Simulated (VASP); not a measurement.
Consider the following.

```
O3Te
1.0
    2.58459    -4.47419     0.00000
    2.58459     4.47419     0.00000
   -1.63800     0.00000     4.80206
Te O
2 6
Direct
  0.16645   0.83355   0.00000
  0.83355   0.16645   0.00000
  0.05031   0.42909   0.77584
  0.94969   0.57091   0.22416
  0.57091   0.94969   0.22416
  0.42909   0.05031   0.77584
  0.19126   0.19126   0.22564
  0.80874   0.80874   0.77436
```

These are PBEsol GGA, VASP's PBE PAW potentials (set 64) (plane waves; VASP) values and carry that method's errors. Settings: 400 eV cut-off, 4×4×4 Γ-centred mesh, Fermi-Dirac smearing of 0.050 eV, potentials Te O.

At this cut-off the stress carries a Pulay error, which pulls relaxed volumes low.

Problem. Predict the energy per atom (σ→0), pressure, largest force.

Solution. 
- energy per atom (σ→0): -5.672 eV/atom
- pressure: -1.24 GPa
- largest force: 0.478 eV/Å

The absolute energy has meaning only against runs of the same code, potentials and settings.

The structure comes from a computed database's TeO3 entry; how it stands against other phases isn't given here. The cell was not relaxed at this level.
